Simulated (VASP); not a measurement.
Given:

```yaml
crystal:
  lattice:
    - [-1.68096, 1.68096, 1.68096]
    - [1.68096, -1.68096, 1.68096]
    - [1.68096, 1.68096, -1.68096]
  atoms:
    - { symbol: Li, position: [0.00000, 0.00000, 0.00000] }
```

Level of theory: PBE GGA, VASP's PBE PAW potentials (set 64) (plane waves; VASP). Run with 400 eV cut-off, 11×11×11 Γ-centred mesh, Gaussian smearing of 0.14 eV, potentials Li_sv.

At this cut-off the stress carries a Pulay error, which pulls relaxed volumes low.

Q: Give the stress tensor in GPa (positive for a compressed cell).

A: 
```
-2.91   0.00   0.00
 0.00  -2.91   0.00
 0.00   0.00  -2.91
```
The pressure is its mean diagonal, -2.91 GPa.

The structure comes from a computed database's Li entry; how it stands against other phases isn't given here. The cell was not relaxed at this level.
